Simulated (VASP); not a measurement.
All values below come from PBE GGA, VASP's PBE PAW potentials (set 64) (plane waves; VASP 6.6.1).

A VASP calculation is set up with these files.

**INCAR**
```
SYSTEM = Sn
PREC = Accurate
ENCUT = 300
EDIFF = 1E-6
NELM = 100
ALGO = Normal
LREAL = .FALSE.
LASPH = .TRUE.
ISMEAR = 1
SIGMA = 0.05
GGA = PE
LMAXMIX = 4
LWAVE = .FALSE.
LCHARG = .FALSE.
ISIF = 2
```

File KPOINTS:
```
Automatic
0
gamma
  4 4 4
```

POSCAR:
```
Sn
1.0
 -2.9401400000   2.9401400000   1.5993000000
  2.9401400000  -2.9401400000   1.5993000000
  2.9401400000   2.9401400000  -1.5993000000
Sn
2
Cartesian
 -0.0000000000   2.9401400000   0.7996500000
  0.0000000000   0.0000000000   0.0000000000
```

POTCAR, in this order: Sn_d (PBE.64 set). Program: vasp_std.

The resulting files:

OSZICAR:
```
       N       E                     dE             d eps       ncg     rms          rms(c)
DAV:   1     0.174741563921E+03    0.17474E+03   -0.11504E+04   468   0.176E+03
DAV:   2     0.634146217103E+01   -0.16840E+03   -0.16568E+03   470   0.373E+02
DAV:   3    -0.720401750059E+01   -0.13545E+02   -0.13486E+02   548   0.118E+02
DAV:   4    -0.752125968203E+01   -0.31724E+00   -0.31697E+00   510   0.195E+01
DAV:   5    -0.753303812650E+01   -0.11778E-01   -0.11778E-01   640   0.332E+00    0.224E+00
DAV:   6    -0.751725865012E+01    0.15779E-01   -0.28197E-02   586   0.251E+00    0.127E+00
DAV:   7    -0.751225224272E+01    0.50064E-02   -0.19201E-02   602   0.201E+00    0.144E-01
DAV:   8    -0.751209881926E+01    0.15342E-03   -0.16110E-03   524   0.605E-01    0.338E-02
DAV:   9    -0.751210787900E+01   -0.90597E-05   -0.40470E-05   574   0.630E-02    0.138E-02
DAV:  10    -0.751210700413E+01    0.87487E-06   -0.47731E-06   524   0.309E-02
   1 F= -.75121070E+01 E0= -.75118389E+01  d E =-.804433E-03
```

### OUTCAR
```
------------------------ aborting loop because EDIFF is reached ----------------------------------------
  FORCE on cell =-STRESS in cart. coord.  units (eV):
  Direction    XX          YY          ZZ          XY          YZ          ZX
  --------------------------------------------------------------------------------------
  Total       -0.2804834     -0.2804834      1.3192706      0.0000000      0.0000000      0.0000000
  in kB       -8.1262788     -8.1262788     38.2224492      0.0000000      0.0000000      0.0000000
  external PRESSURE =       7.3232972 kB  Pullay stress =       0.0000000 kB
  volume of cell :       55.30
      direct lattice vectors                 reciprocal lattice vectors
    -2.940140000  2.940140000  1.599300000     0.000000000  0.170059929  0.312636779
     2.940140000 -2.940140000  1.599300000     0.170059929  0.000000000  0.312636779
     2.940140000  2.940140000 -1.599300000     0.170059929  0.170059929  0.000000000
 POSITION                                       TOTAL-FORCE (eV/Angst)
 -----------------------------------------------------------------------------------
     -0.00000      2.94014      0.79965         0.000000     -0.000000      0.000000
      0.00000      0.00000      0.00000        -0.000000      0.000000     -0.000000
 -----------------------------------------------------------------------------------
    total drift:                               -0.000000      0.000000      0.000000
  FREE ENERGIE OF THE ION-ELECTRON SYSTEM (eV)
  ---------------------------------------------------
  free  energy   TOTEN  =        -7.5121070041 eV

  energy  without entropy=       -7.5113025715  energy(sigma->0) =       -7.51183886
```
(Selected blocks of OUTCAR.)

OUTCAR:
```
 val. band max:        7.5707888176   @ k =   0.5000   0.2500   0.0000

 cond. band min:       7.6962516277   @ k =  -0.2500   0.2500   0.2500


 Fermi energy:         7.6959826720

 k-point     1 :       0.0000    0.0000    0.0000
  band No.  band energies     occupation
      1     -13.8920      2.00000
      2     -13.8028      2.00000
      3     -13.7689      2.00000
      4     -13.7502      2.00000
      5     -13.6099      2.00000
      6     -13.6099      2.00000
      7     -13.5998      2.00000
      8     -13.5998      2.00000
      9     -13.5243      2.00000
     10     -13.4219      2.00000
     11      -3.2611      2.00000
     12       4.0300      2.00000
     13       5.8012      2.00000
     14       5.8012      2.00000
     15      10.7340      0.00000
     16      13.8555      0.00000
     17      13.8555      0.00000
     18      14.4752      0.00000

 k-point     2 :       0.2500   -0.0000    0.0000
  band No.  band energies     occupation
      1     -13.8565      2.00000
      2     -13.7336      2.00000
      3     -13.7209      2.00000
      4     -13.6828      2.00000
      5     -13.6629      2.00000
      6     -13.6244      2.00000
      7     -13.6165      2.00000
      8     -13.5937      2.00000
      9     -13.5433      2.00000
     10     -13.4522      2.00000
     11      -2.0421      2.00000
     12       3.5070      2.00000
     13       6.0071      2.00000
     14       8.1960     -0.00000
     15       8.7976      0.00000
     16       9.8713      0.00000
     17      11.9990      0.00000
     18      12.1184      0.00000

 k-point     3 :       0.5000   -0.0000    0.0000
  band No.  band energies     occupation
      1     -13.8172      2.00000
      2     -13.7454      2.00000
      3     -13.7295      2.00000
      4     -13.6910      2.00000
      5     -13.6657      2.00000
      6     -13.6569      2.00000
      7     -13.5732      2.00000
      8     -13.5220      2.00000
      9     -13.5151      2.00000
...
```

At this cut-off the stress carries a Pulay error, which pulls relaxed volumes low.  Unless said otherwise, spin-orbit coupling is left out, though it shifts the bands of the heavy elements here.

The structure comes from a computed database's Sn entry; how it stands against other phases isn't given here. The cell was not relaxed at this level. The k-mesh is coarse (spacing up to 0.56 per Å, 2π included), so the numbers may not be converged in it. The run is one of a series of settings (KPOINTS 4×4×4 Γ-centred mesh against the base run), some of them coarse on purpose.
